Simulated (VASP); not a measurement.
A convergence study with VASP on Ta (bcc): one setting is varied, all else stays as given below, so the limit is that of these other settings.

```yaml
crystal:
  lattice:
    - [-1.65000, 1.65000, 1.65000]
    - [1.65000, -1.65000, 1.65000]
    - [1.65000, 1.65000, -1.65000]
  atoms:
    - { symbol: Ta, position: [0.00000, 0.00000, 0.00000] }
```

Method: LDA (Ceperley-Alder, Perdew-Zunger), VASP's LDA PAW potentials (set 64) (plane waves; VASP). The tightest run used: 550 eV cut-off, 25×25×25 Γ-centred mesh, tetrahedra with Blöchl corrections, potentials Ta_pv.

The settings run are 3×3×3 mesh; 4×4×4 mesh; 5×5×5 mesh; 6×6×6 mesh; 7×7×7 mesh; 8×8×8 mesh; 9×9×9 mesh; 10×10×10 mesh; 11×11×11 mesh; 12×12×12 mesh; 13×13×13 mesh; 14×14×14 mesh; 15×15×15 mesh; 16×16×16 mesh; 17×17×17 mesh; 18×18×18 mesh; 19×19×19 mesh; 20×20×20 mesh; 21×21×21 mesh; 22×22×22 mesh; 23×23×23 mesh; 24×24×24 mesh; 25×25×25 mesh. From which on does the energy per atom stay within 0.01 eV/atom of the tightest run?

From 9×9×9 mesh on: it is off by 0.0018 there and by no more than 0.01 in any finer run, while 8×8×8 mesh is off by 0.0220.
| setting | E (eV/atom) | pressure (GPa) | irreducible k-points | difference judged (eV/atom) |
|---|---|---|---|---|
| 3×3×3 mesh | -13.1726 | -9.91 | 4 | 0.3621 |
| 4×4×4 mesh | -12.9025 | -8.79 | 8 | 0.0920 |
| 5×5×5 mesh | -12.8311 | -8.58 | 10 | 0.0205 |
| 6×6×6 mesh | -12.8569 | -8.20 | 16 | 0.0464 |
| 7×7×7 mesh | -12.8533 | -8.39 | 20 | 0.0428 |
| 8×8×8 mesh | -12.8325 | -8.59 | 29 | 0.0220 |
| 9×9×9 mesh | -12.8123 | -7.83 | 35 | 0.0018 |
| 10×10×10 mesh | -12.8136 | -7.51 | 47 | 0.0031 |
| 11×11×11 mesh | -12.8162 | -7.83 | 56 | 0.0057 |
| 12×12×12 mesh | -12.8138 | -7.94 | 72 | 0.0032 |
| 13×13×13 mesh | -12.8126 | -7.82 | 84 | 0.0020 |
| 14×14×14 mesh | -12.8122 | -7.84 | 104 | 0.0017 |
| 15×15×15 mesh | -12.8114 | -7.85 | 120 | 0.0008 |
| 16×16×16 mesh | -12.8107 | -7.80 | 145 | 0.0002 |
| 17×17×17 mesh | -12.8110 | -7.84 | 165 | 0.0004 |
| 18×18×18 mesh | -12.8108 | -7.85 | 195 | 0.0003 |
| 19×19×19 mesh | -12.8107 | -7.85 | 220 | 0.0001 |
| 20×20×20 mesh | -12.8107 | -7.85 | 256 | 0.0002 |
| 21×21×21 mesh | -12.8106 | -7.87 | 286 | 0.0001 |
| 22×22×22 mesh | -12.8105 | -7.86 | 328 | 0.0001 |
| 23×23×23 mesh | -12.8106 | -7.86 | 364 | 0.0000 |
| 24×24×24 mesh | -12.8106 | -7.87 | 413 | 0.0000 |
| 25×25×25 mesh | -12.8105 | -7.88 | 455 | 0.0000 |

Left out are rungs that failed or repeat a setting and relaxations that didn't move; long series are thinned to 24 rows.

The compound is Ta in the bcc structure. The cell was not relaxed at this level.
